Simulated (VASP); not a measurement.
All values below come from revPBE GGA, VASP's PBE PAW potentials (set 64) (plane waves; VASP).

VASP ran on this input.

**POSCAR**
```
Bi
1
    4.1658200000    -2.2750000000     0.0000000000
    4.1658200000     2.2750000000     0.0000000000
    2.9234170000     0.0000000000     3.7394270000
Bi
2
Direct
  0.2340000000   0.2340000000   0.2340000000
  0.7660000000   0.7660000000   0.7660000000
```

INCAR:
```
SYSTEM = Bi
PREC = Accurate; ENCUT = 520; LREAL = .FALSE.
LASPH = .TRUE.
EDIFF = 1E-6; NELM = 100; ALGO = Normal
LMAXMIX = 4
ISMEAR = 1; SIGMA = 0.1
GGA = RE
IBRION = 2; NSW = 60; ISIF = 3
EDIFFG = -0.01
LWAVE = .FALSE.; LCHARG = .FALSE.
```

### KPOINTS
```
Automatic mesh
0
Gamma
9 9 9
0 0 0
```

POTCAR, in this order: Bi_d (PBE.64 set). Program: vasp_std.

The run wrote:

File OUTCAR:
```
 ion  position               nearest neighbor table
   1  0.234  0.234  0.234-   2 3.07   2 3.07   2 3.07   2 3.53   2 3.53   2 3.53
   2  0.766  0.766  0.766-   1 3.07   1 3.07   1 3.07   1 3.53   1 3.53   1 3.53
  LATTYP: Found a trigonal (rhomboedric) cell.
 ALAT       =     4.7465441399
 COS(alpha) =     0.5405504351
 Subroutine PRICEL returns:
 Original cell was already a primitive cell.
 Subroutine GETGRP returns: Found 12 space group operations
The static configuration has the point symmetry D_3d.
The dynamic configuration has the point symmetry D_3d.
 Subroutine INISYM returns: Found 12 space group operations
 Subroutine IBZKPT returns following result:
 Found     85 irreducible k-points:

 Following reciprocal coordinates:
            Coordinates               Weight
  0.000000  0.000000  0.000000      1.000000
  0.111111 -0.000000  0.000000      6.000000
  0.222222 -0.000000  0.000000      6.000000
  0.333333  0.000000 -0.000000      6.000000
  0.444444 -0.000000  0.000000      6.000000
  0.111111  0.111111 -0.000000      6.000000
  0.222222  0.111111  0.000000     12.000000
  0.333333  0.111111  0.000000     12.000000
  0.444444  0.111111  0.000000     12.000000
 -0.444444  0.111111  0.000000     12.000000
 -0.333333  0.111111  0.000000     12.000000
 -0.222222  0.111111  0.000000     12.000000
 -0.111111  0.111111  0.000000      6.000000
  0.222222  0.222222 -0.000000      6.000000
  0.333333  0.222222  0.000000     12.000000
  0.444444  0.222222  0.000000     12.000000
 -0.444444  0.222222  0.000000     12.000000
 -0.333333  0.222222  0.000000     12.000000
 -0.222222  0.222222  0.000000      6.000000
  0.333333  0.333333 -0.000000      6.000000
  0.444444  0.333333 -0.000000     12.000000
 -0.444444  0.333333 -0.000000     12.000000
 -0.333333  0.333333  0.000000      6.000000
  0.444444  0.444444 -0.000000      6.000000
 -0.444444  0.444444  0.000000      6.000000
  0.111111  0.111111  0.111111      2.000000
  0.222222  0.111111  0.111111      6.000000
  0.333333  0.111111  0.111111      6.000000
  0.444444  0.111111  0.111111      6.000000
 -0.444444  0.111111  0.111111      6.000000
 -0.333333  0.111111  0.111111      6.000000
 -0.222222  0.111111  0.111111      6.000000
 -0.111111  0.111111  0.111111      6.000000
  0.222222  0.222222  0.111111      6.000000
  0.333333  0.222222  0.111111     12.000000
  0.444444  0.222222  0.111111     12.000000
 -0.444444  0.222222  0.111111     12.000000
 -0.333333  0.222222  0.111111     12.000000
 -0.222222  0.222222  0.111111     12.000000
 -0.111111  0.222222  0.111111     12.000000
   k-points           NKPTS =     85   k-points in BZ     NKDIM =     85   number of bands    NBANDS=     19
   number of dos      NEDOS =    301   number of ions     NIONS =      2
   total plane-waves  NPLWV =  46656
   dimension x,y,z NGX =    36 NGY =   36 NGZ =   36
   dimension x,y,z NGXF=    72 NGYF=   72 NGZF=   72
   ions per type =               2
   PREC   = accura    normal or accurate (medium, high low for compatibility)
   ISTART =      0    job   : 0-new  1-cont  2-samecut
   ICHARG =      2    charge: 1-file 2-atom 10-const
   ISPIN  =      1    spin polarized calculation?
   LNONCOLLINEAR =      F non collinear calculations
   LSORBIT =      F    spin-orbit coupling
   INIWAV =      1    electr: 0-lowe 1-rand  2-diag
   ENCUT  =  520.0 eV  38.22 Ry    6.18 a.u.   8.83  8.83  8.83*2*pi/ulx,y,z
   NELM   =    100;   NELMIN=  2; NELMDL= -5     # of ELM steps
   EDIFF  = 0.1E-05   stopping-criterion for ELM
   LREAL  =      F    real-space projection
   NLSPLINE    = F    spline interpolate recip. space projectors
...
```

### OSZICAR
```
...
   1 F= -.71176488E+01 E0= -.71177211E+01  d E =-.711765E+01
       N       E                     dE             d eps       ncg     rms          rms(c)
DAV:   1    -0.936957593198E+01   -0.22519E+01   -0.72073E+01  3512   0.147E+02    0.766E+00
DAV:   2    -0.752351743920E+01    0.18461E+01   -0.37877E+00  3488   0.311E+01    0.326E+00
DAV:   3    -0.713869653791E+01    0.38482E+00   -0.18526E+00  4049   0.191E+01    0.401E-01
DAV:   4    -0.713850654502E+01    0.18999E-03   -0.46324E-02  3386   0.228E+00    0.167E-01
DAV:   5    -0.713942751486E+01   -0.92097E-03   -0.11300E-02  4127   0.120E+00    0.143E-01
DAV:   6    -0.713920883318E+01    0.21868E-03   -0.11926E-03  4147   0.502E-01    0.150E-02
DAV:   7    -0.713920578917E+01    0.30440E-05   -0.65074E-05  4069   0.814E-02    0.100E-02
DAV:   8    -0.713921276810E+01   -0.69789E-05   -0.70712E-06  2713   0.189E-02    0.223E-03
DAV:   9    -0.713921544091E+01   -0.26728E-05   -0.23164E-06  2751   0.947E-03    0.115E-03
DAV:  10    -0.713921527224E+01    0.16868E-06   -0.17512E-07  1681   0.467E-03
   2 F= -.71392153E+01 E0= -.71393134E+01  d E =-.215665E-01
       N       E                     dE             d eps       ncg     rms          rms(c)
DAV:   1    -0.743833977219E+01   -0.29912E+00   -0.82209E+00  3512   0.438E+01    0.281E+00
DAV:   2    -0.719082565043E+01    0.24751E+00   -0.51017E-01  3488   0.110E+01    0.114E+00
DAV:   3    -0.714655462621E+01    0.44271E-01   -0.20299E-01  4063   0.658E+00    0.115E-01
DAV:   4    -0.714687374960E+01   -0.31912E-03   -0.44022E-03  3289   0.597E-01    0.635E-02
DAV:   5    -0.714724625882E+01   -0.37251E-03   -0.13655E-03  3522   0.335E-01    0.414E-02
DAV:   6    -0.714724644029E+01   -0.18147E-06   -0.90160E-05  3973   0.131E-01    0.469E-03
DAV:   7    -0.714724864431E+01   -0.22040E-05   -0.53806E-06  3444   0.248E-02    0.342E-03
DAV:   8    -0.714724860300E+01    0.41317E-07   -0.94023E-07  2125   0.822E-03
   3 F= -.71472486E+01 E0= -.71473389E+01  d E =-.295998E-01
       N       E                     dE             d eps       ncg     rms          rms(c)
DAV:   1    -0.714762262523E+01   -0.37398E-03   -0.11172E-02  3515   0.167E+00    0.102E-01
DAV:   2    -0.714730362201E+01    0.31900E-03   -0.64646E-04  3488   0.398E-01    0.419E-02
DAV:   3    -0.714724199893E+01    0.61623E-04   -0.28151E-04  4060   0.244E-01    0.445E-03
DAV:   4    -0.714724029710E+01    0.17018E-05   -0.61234E-06  3285   0.239E-02    0.229E-03
DAV:   5    -0.714723847777E+01    0.18193E-05   -0.18597E-06  2460   0.139E-02    0.172E-03
DAV:   6    -0.714723834378E+01    0.13399E-06   -0.23887E-07  1615   0.849E-03
   4 F= -.71472383E+01 E0= -.71473289E+01  d E =-.295895E-01
       N       E                     dE             d eps       ncg     rms          rms(c)
DAV:   1    -0.715166832018E+01   -0.44298E-02   -0.34983E-01  4840   0.535E+00    0.312E-01
DAV:   2    -0.714915836787E+01    0.25100E-02   -0.77464E-03  3570   0.142E+00    0.161E-01
DAV:   3    -0.714827091150E+01    0.88746E-03   -0.33068E-03  4533   0.903E-01    0.365E-02
DAV:   4    -0.714827642091E+01   -0.55094E-05   -0.48695E-04  3464   0.269E-01    0.125E-02
DAV:   5    -0.714827361751E+01    0.28034E-05   -0.22630E-05  4439   0.647E-02    0.359E-03
DAV:   6    -0.714827438368E+01   -0.76616E-06   -0.58319E-06  3050   0.340E-02
   5 F= -.71482744E+01 E0= -.71483659E+01  d E =-.103604E-02
       N       E                     dE             d eps       ncg     rms          rms(c)
DAV:   1    -0.717195876647E+01   -0.23685E-01   -0.22753E+00  4853   0.138E+01    0.785E-01
DAV:   2    -0.715591754646E+01    0.16041E-01   -0.49213E-02  3634   0.347E+00    0.404E-01
DAV:   3    -0.715023142160E+01    0.56861E-02   -0.19938E-02  4490   0.220E+00    0.900E-02
DAV:   4    -0.715027581782E+01   -0.44396E-04   -0.27628E-03  3461   0.627E-01    0.301E-02
DAV:   5    -0.715026797960E+01    0.78382E-05   -0.13613E-04  4366   0.147E-01    0.893E-03
DAV:   6    -0.715027094543E+01   -0.29658E-05   -0.32464E-05  3515   0.774E-02    0.549E-03
DAV:   7    -0.715026994846E+01    0.99697E-06   -0.17244E-06  1872   0.187E-02
   6 F= -.71502699E+01 E0= -.71503243E+01  d E =-.303160E-02
       N       E                     dE             d eps       ncg     rms          rms(c)
DAV:   1    -0.723459437184E+01   -0.84323E-01   -0.92260E+00  4790   0.285E+01    0.154E+00
DAV:   2    -0.717417772761E+01    0.60417E-01   -0.21217E-01  3640   0.664E+00    0.796E-01
DAV:   3    -0.715172208447E+01    0.22456E-01   -0.79111E-02  4373   0.425E+00    0.177E-01
DAV:   4    -0.715182552792E+01   -0.10344E-03   -0.10011E-02  3552   0.120E+00    0.582E-02
DAV:   5    -0.715178753149E+01    0.37996E-04   -0.47737E-04  4452   0.285E-01    0.175E-02
DAV:   6    -0.715179729265E+01   -0.97612E-05   -0.12346E-04  3518   0.151E-01    0.100E-02
DAV:   7    -0.715179541581E+01    0.18768E-05   -0.71735E-06  3648   0.329E-02    0.300E-03
DAV:   8    -0.715179467448E+01    0.74132E-06   -0.14241E-06  2036   0.170E-02
   7 F= -.71517947E+01 E0= -.71517678E+01  d E =-.455633E-02
       N       E                     dE             d eps       ncg     rms          rms(c)
DAV:   1    -0.715791974763E+01   -0.61243E-02   -0.26792E-01  3518   0.552E+00    0.399E-01
DAV:   2    -0.715374000532E+01    0.41797E-02   -0.12431E-02  3610   0.182E+00    0.225E-01
DAV:   3    -0.715195087026E+01    0.17891E-02   -0.61232E-03  4279   0.128E+00    0.483E-02
DAV:   4    -0.715197059457E+01   -0.19724E-04   -0.11908E-03  3530   0.462E-01    0.215E-02
DAV:   5    -0.715195752496E+01    0.13070E-04   -0.61012E-05  4643   0.132E-01    0.572E-03
DAV:   6    -0.715195909018E+01   -0.15652E-05   -0.13728E-05  3351   0.536E-02    0.324E-03
DAV:   7    -0.715195836338E+01    0.72680E-06   -0.63751E-07  1651   0.112E-02
   8 F= -.71519584E+01 E0= -.71519076E+01  d E =-.163689E-03
       N       E                     dE             d eps       ncg     rms          rms(c)
DAV:   1    -0.715205930426E+01   -0.10021E-03   -0.43903E-03  3515   0.700E-01    0.515E-02
DAV:   2    -0.715198814052E+01    0.71164E-04   -0.20247E-04  3527   0.242E-01    0.292E-02
DAV:   3    -0.715195856975E+01    0.29571E-04   -0.10554E-04  4303   0.170E-01    0.640E-03
DAV:   4    -0.715196083571E+01   -0.22660E-05   -0.21713E-05  3522   0.649E-02    0.298E-03
DAV:   5    -0.715196070239E+01    0.13332E-06   -0.75634E-07  1630   0.187E-02
   9 F= -.71519607E+01 E0= -.71519126E+01  d E =-.166028E-03
       N       E                     dE             d eps       ncg     rms          rms(c)
DAV:   1    -0.716026780306E+01   -0.83070E-02   -0.29623E-01  3509   0.727E+00    0.473E-01
DAV:   2    -0.715380230133E+01    0.64655E-02   -0.15045E-02  3527   0.204E+00    0.234E-01
DAV:   3    -0.715188106587E+01    0.19212E-02   -0.70201E-03  4194   0.133E+00    0.494E-02
DAV:   4    -0.715189621393E+01   -0.15148E-04   -0.80541E-04  3529   0.347E-01    0.175E-02
DAV:   5    -0.715189366482E+01    0.25491E-05   -0.66661E-05  4478   0.120E-01    0.711E-03
DAV:   6    -0.715189429917E+01   -0.63435E-06   -0.96488E-06  3302   0.491E-02
  10 F= -.71518943E+01 E0= -.71518287E+01  d E =0.664032E-04
       N       E                     dE             d eps       ncg     rms          rms(c)
DAV:   1    -0.715519189850E+01   -0.32982E-02   -0.11343E-01  3509   0.455E+00    0.292E-01
DAV:   2    -0.715274633387E+01    0.24456E-02   -0.57144E-03  3527   0.128E+00    0.145E-01
DAV:   3    -0.715200843873E+01    0.73790E-03   -0.27190E-03  4207   0.830E-01    0.305E-02
DAV:   4    -0.715200065316E+01    0.77856E-05   -0.32969E-04  3521   0.228E-01    0.111E-02
DAV:   5    -0.715199655242E+01    0.41007E-05   -0.26180E-05  4403   0.774E-02    0.446E-03
DAV:   6    -0.715199671080E+01   -0.15838E-06   -0.37386E-06  2715   0.304E-02
  11 F= -.71519967E+01 E0= -.71519410E+01  d E =-.360084E-04
```

### OUTCAR
```
------------------------ aborting loop because EDIFF is reached ----------------------------------------
  FORCE on cell =-STRESS in cart. coord.  units (eV):
  Direction    XX          YY          ZZ          XY          YZ          ZX
  --------------------------------------------------------------------------------------
  Total        0.0019788      0.0001827      0.0003810      0.0000000      0.0000000      0.0005967
  in kB        0.0415970      0.0038407      0.0080085      0.0000000      0.0000000      0.0125443
  external PRESSURE =       0.0178154 kB  Pullay stress =       0.0000000 kB
  volume of cell :       76.22
      direct lattice vectors                 reciprocal lattice vectors
     4.365514564 -2.300051092  0.051106710     0.115632563 -0.217386475 -0.093835763
     4.365514564  2.300051092  0.051106710     0.115632563  0.217386475 -0.093835763
     3.109430869 -0.000000000  3.831710303    -0.003084575  0.000000000  0.263483195
 POSITION                                       TOTAL-FORCE (eV/Angst)
 -----------------------------------------------------------------------------------
      2.74665     -0.00000      0.91256        -0.000051      0.000000     -0.000017
      9.09381     -0.00000      3.02137         0.000051     -0.000000      0.000017
 -----------------------------------------------------------------------------------
    total drift:                               -0.000000     -0.000000      0.000000
  FREE ENERGIE OF THE ION-ELECTRON SYSTEM (eV)
  ---------------------------------------------------
  free  energy   TOTEN  =        -7.1519967108 eV

  energy  without entropy=       -7.1518295035  energy(sigma->0) =       -7.15194098

 reached required accuracy - stopping structural energy minimisation
```
(Selected blocks of OUTCAR.)

**CONTCAR**
```
Bi
   1.00000000000000
     4.3655145642373112   -2.3000510919596144    0.0511067099538758
     4.3655145642373112    2.3000510919596144    0.0511067099538758
     3.1094308686763981   -0.0000000000000000    3.8317103025480006
  Bi
     2
Direct
     0.2319712745645449    0.2319712745645449    0.2319712745647598
     0.7680287254354551    0.7680287254354551    0.7680287254352401
```

Energy and stress use the plane-wave basis of the starting cell.

The compound is Bi in the a7 structure. This run relaxes it. Symmetry was kept, so distortions that lower it aren't found.
